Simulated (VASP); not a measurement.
# A VASP study of La2ZnIrO6 (LDA): structure first, properties next

Wanted: the relaxed cell of La2ZnIrO6 and its properties. The steps: full relaxation (LDA), second relaxation, density, ELF and potential (LDA), band structure (LDA), total and projected DOS (LDA), optical spectrum (LDA), bands along the symmetry lines (TB-mBJ) and bands along the symmetry lines (LDA) with a changed input. The start is a computed cell from the Materials Project.

Calculated with VASP 6.6.1; LDA, no spin polarisation; plane waves and PAW (La, Zn, Ir, O).

## Step 1: Starting point

Before any relaxation, the start is as follows. It takes space group P2_1/c (No. 14, monoclinic). The conventional cell has a = 5.590 Å, b = 5.823 Å, c = 9.728 Å, α = 90.00°, β = 124.98°, γ = 90.00°. Nearest to La lie 8 O at 2.40 to 2.81 Å. Nearest to Zn lie 6 O at 2.10 to 2.16 Å. Ir has 6 O at 2.04 to 2.06 Å nearest. Nearest to O lie 1 Ir at 2.04 Å and 1 Zn at 2.10 Å and 2 La at 2.40 to 2.48 Å. Nearest to O lie 1 Ir at 2.06 Å and 1 Zn at 2.13 Å and 3 La at 2.42 to 2.79 Å. Nearest to O lie 1 Ir at 2.04 Å and 1 Zn at 2.16 Å and 3 La at 2.43 to 2.81 Å. Farther neighbours and most contacts between anions are not listed.

## Step 2: Full relaxation (LDA)

Properties are meant for the cell that this level of theory prefers, so cell and atoms are relaxed first (ISIF = 3) until forces and stress are small; EDIFFG sets the threshold. LDA, the lowest rung, knows the local density alone.

INCAR

```
SYSTEM = La2ZnIrO6
PREC = Accurate
ENCUT = 520
EDIFF = 1E-06
NELM = 100
ISMEAR = 0
SIGMA = 0.05
LREAL = .FALSE.
ALGO = Normal
GGA = CA
NBANDS = 99
LASPH = .TRUE.
LORBIT = 11
LWAVE = .FALSE.
LCHARG = .FALSE.
KPAR = 8
IBRION = 2
NSW = 60
ISIF = 3
EDIFFG = -0.01
```

POSCAR

```
La2ZnIrO6
1.0
    5.5901620000      0.0000000000      0.0000000000
    0.0000000000      5.8228540000      0.0000000000
   -5.5769630000      0.0000000000      7.9705420000
La Zn Ir O
4 2 2 12
Direct
    0.7340250000      0.5595180000      0.2489770000
    0.2659750000      0.0595180000      0.2510230000
    0.7340250000      0.9404820000      0.7489770000
    0.2659750000      0.4404820000      0.7510230000
    0.5000000000      0.5000000000      0.5000000000
    0.5000000000      0.0000000000      0.0000000000
    0.0000000000      0.5000000000      0.0000000000
    0.0000000000      0.0000000000      0.5000000000
    0.8492930000      0.5280680000      0.7534780000
    0.1507070000      0.0280680000      0.7465220000
    0.1507070000      0.4719320000      0.2465220000
    0.8492930000      0.9719320000      0.2534780000
    0.6527960000      0.8021800000      0.4498040000
    0.3472040000      0.3021800000      0.0501960000
    0.3472040000      0.1978200000      0.5501960000
    0.6527960000      0.6978200000      0.9498040000
    0.7579390000      0.2089120000      0.9481210000
    0.2420610000      0.7089120000      0.5518790000
    0.2420610000      0.7910880000      0.0518790000
    0.7579390000      0.2910880000      0.4481210000
```

KPOINTS

```
Automatic mesh
0
Gamma
6 5 4
0 0 0
```

Potentials, in the order of the species: La, Zn, Ir and O (LDA family, release 64).

Command:

```console
> mpirun -np 8 vasp_std
```

Log:

```text
[banner, memory and clock lines left out]
running    8 mpi-ranks, on    1 nodes
 distrk:  each k-point on    1 cores,    8 groups
 distr:  one band on    1 cores,    1 groups

 POSCAR found type information on POSCAR LaZnIrO
 POSCAR found :  4 types and      20 ions
|                                                                             |
|           W    W    AA    RRRRR   N    N  II  N    N   GGGG   !!!           |
|           W    W   A  A   R    R  NN   N  II  NN   N  G    G  !!!           |
|           W    W  A    A  R    R  N N  N  II  N N  N  G       !!!           |
|           W WW W  AAAAAA  RRRRR   N  N N  II  N  N N  G  GGG   !            |
|           WW  WW  A    A  R   R   N   NN  II  N   NN  G    G                |
|           W    W  A    A  R    R  N    N  II  N    N   GGGG   !!!           |
|                                                                             |
|     For optimal performance we recommend to set                             |
|       NCORE = 2 up to number-of-cores-per-socket                            |
|     NCORE specifies how many cores store one orbital (NPAR=cpu/NCORE).      |
|     This setting can greatly improve the performance of VASP for DFT.       |
|     The default, NCORE=1 might be grossly inefficient on modern             |
|     multi-core architectures or massively parallel machines. Do your        |
|     Unfortunately you need to use the default for GW and RPA                |
|     calculations (for HF NCORE is supported but not extensively tested      |
|     yet).                                                                   |
|                                                                             |

|                                                                             |
|               ----> ADVICE to this user running VASP <----                  |
|                                                                             |
|     You have a (more or less) 'large supercell' and for larger cells it     |
|     might be more efficient to use real-space projection operators.         |
|     Therefore, try LREAL= Auto in the INCAR file.                           |
|     Mind: For very accurate calculation, you might also keep the            |
|     reciprocal projection scheme (i.e. LREAL=.FALSE.).                      |
|                                                                             |

 LDA part: xc-table for (Slater(with rela. corr.)+CA(PZ))
 , standard interpolation
 POSCAR, INCAR and KPOINTS ok, starting setup
 FFT: planning ... GRIDC
 FFT: planning ... GRID_SOFT
 FFT: planning ... GRID
 WAVECAR not read
 entering main loop
       N       E                     dE             d eps       ncg     rms          rms(c)
DAV:   1     0.231144012423E+04    0.23114E+04   -0.59269E+04  9024   0.254E+03
DAV:   2     0.702045015553E+03   -0.16094E+04   -0.14690E+04  9108   0.653E+02
DAV:   3     0.846654839407E+02   -0.61738E+03   -0.55770E+03  9207   0.310E+02
DAV:   4    -0.140364253785E+03   -0.22503E+03   -0.21331E+03 12993   0.153E+02
DAV:   5    -0.181063386714E+03   -0.40699E+02   -0.39610E+02 15372   0.750E+01    0.505E+01
DAV:   6    -0.163878879346E+03    0.17185E+02   -0.28367E+02 14472   0.726E+01    0.286E+01
DAV:   7    -0.160561946214E+03    0.33169E+01   -0.51649E+01 14848   0.499E+01    0.136E+01
DAV:   8    -0.161371603030E+03   -0.80966E+00   -0.14430E+01 14360   0.269E+01    0.463E+00
DAV:   9    -0.161258922790E+03    0.11268E+00   -0.25402E+00 12504   0.208E+01    0.313E+00
DAV:  10    -0.161354340348E+03   -0.95418E-01   -0.12492E+00 16120   0.472E+00    0.155E+00
DAV:  11    -0.161361866497E+03   -0.75261E-02   -0.10878E-01 16312   0.164E+00    0.141E+00
DAV:  12    -0.161363795344E+03   -0.19288E-02   -0.19054E-02 15560   0.949E-01    0.838E-01
DAV:  13    -0.161359936954E+03    0.38584E-02   -0.21767E-02 14096   0.169E+00    0.472E-01
DAV:  14    -0.161360339719E+03   -0.40277E-03   -0.80350E-03 15240   0.429E-01    0.376E-01
DAV:  15    -0.161360146665E+03    0.19305E-03   -0.97145E-04 15968   0.155E-01    0.287E-01
DAV:  16    -0.161359968502E+03    0.17816E-03   -0.35206E-04 14272   0.198E-01    0.211E-01
DAV:  17    -0.161359912962E+03    0.55540E-04   -0.45369E-04 15848   0.124E-01    0.824E-02
DAV:  18    -0.161359912154E+03    0.80728E-06   -0.77513E-05 14000   0.633E-02    0.445E-02
DAV:  19    -0.161359910662E+03    0.14924E-05   -0.92450E-05 14880   0.590E-02    0.158E-02
DAV:  20    -0.161359910852E+03   -0.19011E-06   -0.14447E-05 12368   0.305E-02    0.927E-03
DAV:  21    -0.161359909781E+03    0.10716E-05   -0.24381E-06  7272   0.244E-02    0.475E-03
DAV:  22    -0.161359910629E+03   -0.84838E-06   -0.10852E-05 12176   0.182E-02    0.428E-03
DAV:  23    -0.161359910176E+03    0.45273E-06   -0.23078E-06  7360   0.194E-02
   1 F= -.16135991E+03 E0= -.16134749E+03  d E =-.161360E+03
 curvature:   0.00 expect dE= 0.000E+00 dE for cont linesearch  0.000E+00
 trial: gam= 0.00000 g(F)=  0.240E-01 g(S)=  0.247E+01 ort = 0.000E+00 (trialstep = 0.100E+01)
 search vector abs. value=  0.250E+01
 bond charge predicted
       N       E                     dE             d eps       ncg     rms          rms(c)
DAV:   1    -0.176207598226E+03   -0.14848E+02   -0.46867E+02 10916   0.143E+02    0.377E+01
DAV:   2    -0.163859233418E+03    0.12348E+02   -0.96153E+01 12038   0.128E+02    0.161E+01
DAV:   3    -0.160990454158E+03    0.28688E+01   -0.28465E+01 12192   0.527E+01    0.694E+00
DAV:   4    -0.161029808521E+03   -0.39354E-01   -0.78732E+00 13168   0.165E+01    0.527E+00
DAV:   5    -0.161030995882E+03   -0.11874E-02   -0.90279E-01 14128   0.561E+00    0.377E+00
DAV:   6    -0.160948454568E+03    0.82541E-01   -0.36261E-01 11792   0.136E+01    0.164E+00
DAV:   7    -0.160993475726E+03   -0.45021E-01   -0.59928E-01 14808   0.303E+00    0.133E+00
DAV:   8    -0.160998200248E+03   -0.47245E-02   -0.64193E-02 14400   0.152E+00    0.106E+00
DAV:   9    -0.160999394566E+03   -0.11943E-02   -0.11927E-02 16616   0.497E-01    0.116E+00
DAV:  10    -0.161019511585E+03   -0.20117E-01   -0.14767E-02 14712   0.145E+00    0.153E+00
DAV:  11    -0.161047072154E+03   -0.27561E-01   -0.26826E-02 14848   0.156E+00    0.219E+00
DAV:  12    -0.161060886938E+03   -0.13815E-01   -0.98446E-03 12056   0.140E+00    0.291E+00
DAV:  13    -0.161046412173E+03    0.14475E-01   -0.63469E-03 14048   0.707E-01    0.267E+00
DAV:  14    -0.161040947305E+03    0.54649E-02   -0.20774E-03 15328   0.256E-01    0.259E+00
DAV:  15    -0.161037611664E+03    0.33356E-02   -0.21223E-04 12704   0.284E-01    0.248E+00
DAV:  16    -0.161024179121E+03    0.13433E-01   -0.42951E-03 13384   0.780E-01    0.226E+00
DAV:  17    -0.161015495465E+03    0.86837E-02   -0.58538E-03 15248   0.528E-01    0.212E+00
DAV:  18    -0.161015346413E+03    0.14905E-03   -0.10114E-03 13264   0.158E-01    0.213E+00
DAV:  19    -0.161014931871E+03    0.41454E-03   -0.99900E-05 16032   0.600E-02    0.211E+00
DAV:  20    -0.161012872601E+03    0.20593E-02   -0.13933E-04 14360   0.140E-01    0.208E+00
DAV:  21    -0.161010266137E+03    0.26065E-02   -0.19474E-04 11784   0.252E-01    0.201E+00
DAV:  22    -0.161000318435E+03    0.99477E-02   -0.39843E-03 12896   0.833E-01    0.176E+00
DAV:  23    -0.160992527911E+03    0.77905E-02   -0.64784E-03 14328   0.797E-01    0.149E+00
DAV:  24    -0.160989542501E+03    0.29854E-02   -0.31356E-03 13616   0.444E-01    0.136E+00
DAV:  25    -0.160979015414E+03    0.10527E-01   -0.87465E-03 12440   0.156E+00    0.866E-01
DAV:  26    -0.160974002038E+03    0.50134E-02   -0.15766E-02 13392   0.144E+00    0.455E-01
DAV:  27    -0.160973934147E+03    0.67891E-04   -0.87448E-03 13960   0.559E-01    0.296E-01
DAV:  28    -0.160974108381E+03   -0.17423E-03   -0.16798E-03 14320   0.192E-01    0.280E-01
DAV:  29    -0.160974057805E+03    0.50575E-04   -0.10274E-04 14160   0.993E-02    0.266E-01
DAV:  30    -0.160973809121E+03    0.24868E-03   -0.26237E-04 10616   0.351E-01    0.244E-01
DAV:  31    -0.160973754378E+03    0.54743E-04   -0.19096E-04 12744   0.171E-01    0.245E-01
DAV:  32    -0.160973759584E+03   -0.52062E-05   -0.15546E-04 12912   0.509E-02    0.241E-01
DAV:  33    -0.160973755190E+03    0.43937E-05   -0.22141E-05 11432   0.242E-02    0.238E-01
DAV:  34    -0.160973751792E+03    0.33985E-05   -0.34397E-06  7656   0.333E-02    0.240E-01
DAV:  35    -0.160973775443E+03   -0.23651E-04   -0.50182E-05  8888   0.144E-01    0.255E-01
DAV:  36    -0.160973843075E+03   -0.67632E-04   -0.49638E-05  8640   0.124E-01    0.278E-01
DAV:  37    -0.160973886133E+03   -0.43058E-04   -0.25446E-05 10912   0.193E-02    0.283E-01
DAV:  38    -0.160973891439E+03   -0.53057E-05   -0.22288E-06  6592   0.143E-02    0.284E-01
DAV:  39    -0.160973866359E+03    0.25080E-04   -0.76223E-07  6560   0.167E-02    0.282E-01
DAV:  40    -0.160973866522E+03   -0.16375E-06   -0.84515E-07  5600   0.703E-03
   2 F= -.16097387E+03 E0= -.16096282E+03  d E =0.386044E+00
[... from here on, the cycles between the ionic steps are left out ...]
   3 F= -.16195104E+03 E0= -.16193919E+03  d E =-.591132E+00
   4 F= -.16195266E+03 E0= -.16194083E+03  d E =-.592748E+00
   5 F= -.16199168E+03 E0= -.16198006E+03  d E =-.390191E-01
   6 F= -.16199413E+03 E0= -.16198259E+03  d E =-.414758E-01
   7 F= -.16200539E+03 E0= -.16199400E+03  d E =-.112570E-01
   8 F= -.16201376E+03 E0= -.16200272E+03  d E =-.196307E-01
   9 F= -.16201381E+03 E0= -.16200278E+03  d E =-.196728E-01
  10 F= -.16201526E+03 E0= -.16200415E+03  d E =-.145441E-02
  11 F= -.16201526E+03 E0= -.16200415E+03  d E =-.145588E-02
  12 F= -.16201629E+03 E0= -.16200512E+03  d E =-.102373E-02
  13 F= -.16201734E+03 E0= -.16200609E+03  d E =-.207936E-02
  14 F= -.16201753E+03 E0= -.16200623E+03  d E =-.226413E-02
  15 F= -.16201808E+03 E0= -.16200680E+03  d E =-.549252E-03
  16 F= -.16201841E+03 E0= -.16200715E+03  d E =-.878298E-03
  17 F= -.16201833E+03 E0= -.16200711E+03  d E =-.799287E-03
  18 F= -.16201849E+03 E0= -.16200726E+03  d E =-.964933E-03
  19 F= -.16201848E+03 E0= -.16200726E+03  d E =-.955802E-03
  20 F= -.16201849E+03 E0= -.16200726E+03  d E =-.965778E-03
  21 F= -.16201849E+03 E0= -.16200726E+03  d E =-.967507E-03
 curvature:  -2.00 expect dE=-0.328E-03 dE for cont linesearch -0.491E-06
 trial: gam= 0.21922 g(F)=  0.141E-03 g(S)=  0.232E-04 ort =-0.239E-04 (trialstep = 0.768E+00)
 search vector abs. value=  0.265E-03
 bond charge predicted
       N       E                     dE             d eps       ncg     rms          rms(c)
DAV:   1    -0.162018444538E+03    0.50090E-04   -0.29566E-02 11076   0.784E-01    0.809E-02
DAV:   2    -0.162018591995E+03   -0.14746E-03   -0.25400E-03 12495   0.437E-01    0.618E-02
DAV:   3    -0.162018595484E+03   -0.34892E-05   -0.31829E-04 11720   0.184E-01    0.266E-02
DAV:   4    -0.162018598973E+03   -0.34893E-05   -0.16535E-04 14928   0.563E-02    0.134E-02
DAV:   5    -0.162018598111E+03    0.86210E-06   -0.23179E-05 14576   0.233E-02    0.801E-03
DAV:   6    -0.162018597594E+03    0.51700E-06   -0.17871E-06  6688   0.117E-02
  22 F= -.16201860E+03 E0= -.16200736E+03  d E =-.103110E-03
 trial-energy change:   -0.000103  1 .order   -0.000098   -0.000122   -0.000073
 step:   1.3029(harm=  1.9291)  dis= 0.00123  next Energy=  -162.018625 (dE=-0.131E-03)
 reached required accuracy - stopping structural energy minimisation
```

The job ended after 46 min (8 MPI ranks of Intel Xeon 6975P-C (Granite Rapids), shared host; peak memory 7.8 GiB; 6.1 h of CPU time).

Lines that name or quote the potential files are left out of all logs, and their timing lines are given in words.

(Continued in part 2 of 7.)

[Lines on the potential files, build, host, timing and source positions are cut from VASP's logs without a mark.]

[Logs are printed without paths, hosts, clocks, repeated set-up lines and the standing remarks that a program may print on its own settings, such as how far it seeks lower states.]

[Hosts, paths, dates, database ids (printed as entryN), source tags and the programs' standing remarks are cut or masked in the printed files.]

[A measured line is paired with the nearest computed mode of its activity, which favours agreement.]

[In band tables of VASP the shares of atoms and orbitals are scaled to a sum of 1 inside the atoms' spheres.]
